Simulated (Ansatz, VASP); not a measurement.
# Sc3BC: VASP beside Ansatz, part 2 of 2

Aim: how closely do two programs agree when they are given the same cell, functional and k mesh? The cell is generated by rule, not measured, and may not be a known phase. The cell is taken from a series of runs on this material, whose earlier steps may have relaxed, scaled, displaced or heated it; both programs get it as it stands.

VASP 6.6.1 and Ansatz 0.2.0.

So far: Set-up; Ansatz: relaxation of cell and atoms, LDA, pair 1; VASP: relaxation of cell and atoms, LDA, pair 1; Comparison.

## (5) VASP: relaxation of cell and atoms, LDA, pair 2

Level of this step: LDA; plane waves and PAW (Sc_sv, B, C); invented cell (VASP).

The relaxed volume is the usual yardstick between codes: in a stiff, nearly cubic crystal its relative difference is about their pressure difference at one cell divided by the bulk modulus.

File INCAR:

```
SYSTEM = Sc3BC
PREC = Accurate
ENCUT = 600
EDIFF = 1E-07
NELM = 120
ISMEAR = 1
SIGMA = 0.2
LREAL = .FALSE.
ALGO = Normal
GGA = CA
NBANDS = 26
LASPH = .TRUE.
LORBIT = 11
LWAVE = .FALSE.
LCHARG = .FALSE.
ISIF = 3
IBRION = 2
NSW = 80
EDIFFG = -0.005
GGA_COMPAT = .FALSE.
NELMIN = 4
KPAR = 2
```

File POSCAR:

```
Sc3BC
1.0
    4.2662330000      0.0000000000      0.0000000000
    0.0000000000      4.2662330000      0.0000000000
    0.0000000000      0.0000000000      4.2662330000
Sc B C
3 1 1
Direct
    0.5000001172      0.0000000000      0.5000001172
    0.0000000000      0.5000001172      0.5000001172
    0.5000001172      0.5000001172      0.0000000000
    0.0000000000      0.0000000000      0.0000000000
    0.5000001172      0.5000001172      0.5000001172
```

File KPOINTS:

```
Automatic mesh
0
Gamma
8 8 8
0 0 0
```

PAW data sets: Sc_sv, B and C (LDA family, release 64).

The run is started by

```
$ mpirun -np 2 vasp_std
```

Numbers of over 12 decimals in the logs are rounded to 6 here.

What it wrote:

```text
[... set-up lines as in an earlier step ...]
 entering main loop
       N       E                     dE             d eps       ncg     rms          rms(c)
DAV:   1     0.754455225657E+03    0.75446E+03   -0.20108E+04  1828   0.191E+03
DAV:   2     0.301003595730E+02   -0.72435E+03   -0.71602E+03  2556   0.738E+02
DAV:   3    -0.444657112249E+02   -0.74566E+02   -0.72642E+02  3026   0.298E+02
DAV:   4    -0.489913719215E+02   -0.45257E+01   -0.44348E+01  3040   0.616E+01
[...]
DAV:  12    -0.385102270324E+02   -0.60098E-06   -0.50099E-05  3256   0.595E-02    0.113E-02
DAV:  13    -0.385102248501E+02    0.21823E-05   -0.22580E-05  2944   0.368E-02    0.256E-03
DAV:  14    -0.385102247793E+02    0.70791E-07   -0.87541E-07  2452   0.833E-03
   1 F= -.38510225E+02 E0= -.38513155E+02  d E =-.385102E+02
[...]
N       E                     dE             d eps       ncg     rms          rms(c)
DAV:   1    -0.385319327203E+02   -0.21708E-01   -0.69468E-01  2016   0.110E+01    0.121E+00
[...]
DAV:   7    -0.385105588314E+02    0.33106E-06   -0.34780E-06  3102   0.182E-02    0.123E-03
DAV:   8    -0.385105588287E+02    0.27421E-08   -0.51485E-07  2262   0.549E-03
   2 F= -.38510559E+02 E0= -.38513562E+02  d E =-.334049E-03
 trial-energy change:   -0.000334  1 .order   -0.000347   -0.002528    0.001834
 step:   0.5752(harm=  0.5795)  dis= 0.00000  next Energy=   -38.510949 (dE=-0.725E-03)
[...]
N       E                     dE             d eps       ncg     rms          rms(c)
DAV:   1    -0.385147949154E+02   -0.42361E-02   -0.12467E-01  2000   0.465E+00    0.513E-01
DAV:   2    -0.385114608290E+02    0.33341E-02   -0.13723E-02  2814   0.151E+00    0.139E-01
DAV:   3    -0.385110141524E+02    0.44668E-03   -0.10913E-03  2870   0.310E-01    0.582E-02
DAV:   4    -0.385109552412E+02    0.58911E-04   -0.16867E-04  2820   0.125E-01    0.330E-02
DAV:   5    -0.385109514488E+02    0.37924E-05   -0.14895E-05  3020   0.469E-02    0.191E-02
DAV:   6    -0.385109509354E+02    0.51337E-06   -0.38429E-06  3042   0.179E-02    0.145E-03
DAV:   7    -0.385109508943E+02    0.41059E-07   -0.42872E-07  2168   0.718E-03
   3 F= -.38510951E+02 E0= -.38513921E+02  d E =-.726115E-03
[...]
reached required accuracy - stopping structural energy minimisation
```

OUTCAR, selected parts (step 5):

```text
  Total       -0.0016351     -0.0016351     -0.0016351      0.0000000     -0.0000000      0.0000000
  in kB       -0.0335732     -0.0335732     -0.0335732      0.0000000     -0.0000000      0.0000000
  external PRESSURE =      -0.0335732 kB  Pullay stress =       0.0000000 kB

 POSITION                                       TOTAL-FORCE (eV/Angst)
 -----------------------------------------------------------------------------------
      2.13662      0.00000      2.13662        -0.000000     -0.000000      0.000000
      0.00000      2.13662      2.13662        -0.000000     -0.000000      0.000000
      2.13662      2.13662     -0.00000         0.000000      0.000000      0.000000
      0.00000      0.00000      0.00000         0.000000      0.000000      0.000000
      2.13662      2.13662      2.13662         0.000000      0.000000      0.000000
 -----------------------------------------------------------------------------------
    total drift:                               -0.001366     -0.001366     -0.001366

  FREE ENERGIE OF THE ION-ELECTRON SYSTEM (eV)
  ---------------------------------------------------
  free  energy   TOTEN  =       -38.5109508943 eV

  energy  without entropy=      -38.5198612430  energy(sigma->0) =      -38.51392101

[... 2 parts as in an earlier step ...]

[... 2 further parts left out ...]
[key lines of the parts left out:]
E-fermi :   3.9864
```

## (6) Ansatz: relaxation of cell and atoms, LDA, pair 2

The same cell, functional (in two slightly different forms), mesh and smearing now go to Ansatz, which takes its cutoff from its data sets.

The cell is taken from a series of runs on this material, whose earlier steps may have relaxed, scaled, displaced or heated it; both programs get it as it stands.

File input.yaml:

```yaml
crystal:
  lattice:
    - [4.2662331883, 0.0, 0.0]
    - [0.0, 4.2662331883, 0.0]
    - [0.0, 0.0, 4.2662331883]
  atoms:
    - { symbol: Sc, position: [0.5, 0.0, 0.5] }
    - { symbol: Sc, position: [0.0, 0.5, 0.5] }
    - { symbol: Sc, position: [0.5, 0.5, 0.0] }
    - { symbol: B, position: [0.0, 0.0, 0.0] }
    - { symbol: C, position: [0.5, 0.5, 0.5] }
kpoints:
  mp_grid: { grid: [8, 8, 8] }
hamiltonian:
  xc: lda
scf:
  occupations: { method: methfessel_paxton, width: 0.2 }
output:
  forces: true
  stress: true
  eigenvalues: true
relax:
  adjacent_minimum: "off"
  f_tol: 0.001
  max_steps: 60
  cell: { stress_tol: 0.01 }
```

The run is started by

```
$ ansatz run input.yaml --threads 8 --pin off --max-ram 14336MiB --backend cpu --events-out ev --progress --plain --runs-dir out
```

What it wrote:

```text
[...]
Crystal: 5 atoms, lattice volume = 77.649 Å³
Basis set: ecut = 420 eV, 1503 PW (Γ)
Bands: 25, of which v1, the nominal top of the filled ones, is band 20 counted from 1 (19 counted from 0)
Symmetry: 48 space group operations
[...]
k-points: 35 of 512
[...]
--- Relaxed structure (2 steps of the walk, 2 accepted, 1 SCFs on fresh bases) ---
[...]
cell:  # Å, volume = 77.6739 Å³
    - [4.266696, 0, 0]
    - [0, 4.266696, 0.0]
    - [0, 0.0, 4.266696]
  atoms:
    - { symbol: Sc, position: [0.5, 0, 0.5] }
    - { symbol: Sc, position: [0, 0.5, 0.5] }
    - { symbol: Sc, position: [0.5, 0.5, 0] }
    - { symbol: B, position: [0, 0, 0] }
    - { symbol: C, position: [0.5, 0.5, 0.5] }
[key lines of the parts left out:]
SCF converged after 5 iterations
Free energy (F): -6660.618242 eV
Fermi energy:    9.779265 eV
P = ⅓ Tr σ = -0.0076 GPa (-0.076 kbar)
```

## (7) Differences

Both answers:

```
                                         quantity  Ansatz   VASP  difference
                                      volume (Å³)   77.67  78.03     -0.46 %
edge a after relaxation, in the typed setting (Å)   4.267  4.273     -0.15 %
```

## (8) Summary of results

| Property | Result |
| --- | --- |
| difference in volume (relaxation of cell and atoms, LDA, pair 1) | -0.50 % |
| difference in volume (relaxation of cell and atoms, LDA, pair 2) | -0.46 % |

The difference in volume is -0.50 % (relaxation of cell and atoms, LDA, pair 1), within the 1.2 % picked in this series as the mark of a large difference, as far as the stopping tolerances let one tell. 1 further run of this series is not shown here. Such differences can come from data sets, numerical settings and the points named under the comparisons, not from the functional's error against experiment.

[Lines on the potential files, build, host, timing and source positions are cut from VASP's logs without a mark.]

[Logs are printed without paths, hosts, clocks, repeated set-up lines and the standing remarks that a program may print on its own settings, such as how far it seeks lower states.]

[Hosts, paths, dates, database ids (printed as entryN), source tags and the programs' standing remarks are cut or masked in the printed files.]
